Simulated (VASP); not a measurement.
BaY:

```
Ba Y
1.0
     4.45878    0.00000    0.00000
     0.00000    4.45878    0.00000
     0.00000    0.00000    5.84120
Ba Y
2 2
Direct
  0.50000 0.00000 0.30000
  0.00000 0.50000 0.70000
  0.00000 0.00000 0.00000
  0.50000 0.50000 0.00000
```

The cell was built by a generator and needn't be a form met in nature.

| Quantity | Value |
| --- | --- |
| Program | VASP 6.6.1 |
| Task | relaxation of cell and atoms |
| Functional | PBE |
| Potentials or basis | VASP PAW PBE potentials, release 64 (Ba_sv, Y_sv) |
| Cutoff | 600 eV |
| k mesh | 6 × 6 × 5 |
| Occupations | methfessel-paxton, width 0.2 eV |
| Spin | no spin polarisation |

At the start: pressure 17.8 GPa; volume 29.03 Å³/atom.

How do energy, volume and symmetry change on relaxing?

Over 24 steps the energy falls by 1270.3 meV/atom and the volume is 43.31 Å³/atom (+49.2 %); space group P4/mmm (No. 123, to 0.05 Å).

The path:
| step | energy change (eV) | largest force (eV/Å) | pressure (GPa) | volume (Å³) |
| --- | --- | --- | --- | --- |
| 1 | 0.0000 | 3.5263 | 17.78 | 116.13 |
| 2 | -3.4378 | 1.3500 | 0.65 | 178.87 |
| 3 | -3.5123 | 1.2038 | -0.16 | 188.21 |
| 4 | -3.5147 | 0.9712 | -1.35 | 207.85 |
| 5 | -3.5365 | 1.0911 | -0.74 | 196.65 |
| 6 | -3.6878 | 1.0607 | -0.66 | 192.05 |
| 7 | -4.1028 | 1.0028 | -0.19 | 178.60 |
| 8 | -4.6623 | 0.7414 | 2.27 | 153.30 |
| 9 | -4.6134 | 0.3208 | 4.56 | 142.27 |
| 10 | -4.6743 | 0.5781 | 3.12 | 148.61 |
| 11 | -4.7896 | 0.4428 | 2.75 | 151.29 |
| 12 | -5.0006 | 0.1134 | 1.69 | 159.46 |
| 13 | -4.9087 | 0.5064 | -0.46 | 176.36 |
| 14 | -5.0456 | 0.0773 | 0.90 | 165.41 |
| 15 | -5.0458 | 0.0926 | 0.84 | 165.86 |
| 16 | -5.0649 | 0.0607 | 0.47 | 168.89 |
| 17 | -5.0769 | 0.0004 | -0.12 | 174.06 |
| 18 | -5.0769 | 0.0024 | -0.10 | 173.89 |
| 19 | -5.0783 | 0.0032 | -0.08 | 173.63 |
| 20 | -5.0808 | 0.0200 | -0.01 | 172.84 |
| 21 | -5.0810 | 0.0268 | 0.02 | 172.50 |
| 22 | -5.0810 | 0.0262 | 0.02 | 172.53 |
| 23 | -5.0811 | 0.0227 | -0.01 | 172.73 |
| 24 | -5.0813 | 0.0129 | -0.06 | 173.25 |

Final structure:
```cif
data_structure
_symmetry_space_group_name_H-M 'P 1'
_symmetry_Int_Tables_number 1
_cell_length_a 5.4658
_cell_length_b 5.4658
_cell_length_c 5.7992
_cell_angle_alpha 90.000
_cell_angle_beta 90.000
_cell_angle_gamma 90.000
_cell_volume 173.25
loop_
_atom_site_label
_atom_site_type_symbol
_atom_site_fract_x
_atom_site_fract_y
_atom_site_fract_z
_atom_site_occupancy
Ba1 Ba 0.50000 0.00000 0.49858 1
Ba2 Ba 0.00000 0.50000 0.50142 1
Y1 Y 0.00000 0.00000 0.00000 1
Y2 Y 0.50000 0.50000 0.00000 1
```

Caveat: the volume moved by over 15 % at a fixed basis, so the end points are rough.
